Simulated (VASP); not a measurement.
Given:

```xyz
2
Lattice="0.0000 2.7909 2.7909 2.7909 0.0000 2.7909 2.7909 2.7909 0.0000" Properties=species:S:1:pos:R:3 pbc="T T T"
Na     0.0000     0.0000     0.0000
Cl     2.7909     2.7909     2.7909
```

The numbers are results of r2SCAN meta-GGA, VASP's PBE PAW potentials (set 64) (plane waves; VASP), not measurements. Numerical set-up: 400 eV cut-off, 7×7×7 Γ-centred mesh, Gaussian smearing of 0.050 eV, potentials Na_pv Cl.

Problem. Estimate the energy per atom (σ→0), band gap (on the k-mesh) with the smallest direct gap where there is one.

Solution. 
band gap (on the k-mesh): 6.05 eV
smallest direct gap (on the k-mesh): 6.05 eV
energy per atom (σ→0): -6.895 eV/atom

The compound is NaCl in the rock salt structure. It was relaxed first. The start is the result of an earlier pass.
